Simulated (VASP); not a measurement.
BiSbS4:

```
CELL_PARAMETERS angstrom
0.00000 4.37494 4.37494
4.37494 0.00000 4.37494
4.37494 4.37494 0.00000
ATOMIC_POSITIONS crystal
Sb 0.25000 0.25000 0.25000
Bi 0.00000 0.00000 0.00000
S 0.62494 0.62494 0.12519
S 0.62494 0.12519 0.62494
S 0.12519 0.62494 0.62494
S 0.62494 0.62494 0.62494
```

The cell was built by a generator and needn't be a form met in nature.

```yaml
Program: VASP 6.6.1
Task: relaxation of cell and atoms
Functional: PBE
Potentials_or_basis: VASP PAW PBE potentials, release 64 (Sb, Bi_d, S)
Cutoff: 520 eV
k_mesh: 3 × 3 × 3
Occupations: gaussian, width 0.15 eV
Spin: no spin polarisation
```

At the start: pressure -11.2 GPa; volume 27.91 Å³/atom.

**Question.** Where does the relaxation end?

**Answer.** Over 5 steps the energy falls by 405.9 meV/atom and the volume is 19.65 Å³/atom (-29.6 %); space group F-43m (No. 216, to 0.05 Å).

Step by step:
| step | energy change (eV) | largest force (eV/Å) | pressure (GPa) | volume (Å³) |
| --- | --- | --- | --- | --- |
| 1 | 0.0000 | 0.0077 | -11.22 | 167.47 |
| 2 | -2.3636 | 0.0682 | -3.48 | 124.43 |
| 3 | -2.4340 | 0.0801 | -0.10 | 118.34 |
| 4 | -2.4333 | 0.0805 | 0.20 | 117.47 |
| 5 | -2.4354 | 0.0750 | 0.21 | 117.90 |

Final structure:
```xyz
6
Lattice="0.0000 3.8919 3.8919 3.8919 0.0000 3.8919 3.8919 3.8919 0.0000" Properties=species:S:1:pos:R:3 pbc="T T T"
Sb    1.9460    1.9460    1.9460
Bi    3.8919    0.0000    3.8919
S     2.9220    2.9220    4.8619
S     2.9220    4.8619    2.9220
S     4.8619    2.9220    2.9220
S     4.8619    4.8619    4.8619
```

Caveat: the k mesh is coarse (spacing up to 0.41 Å⁻¹), so the values aren't converged; the volume moved by over 15 % at a fixed basis, so the end points are rough.
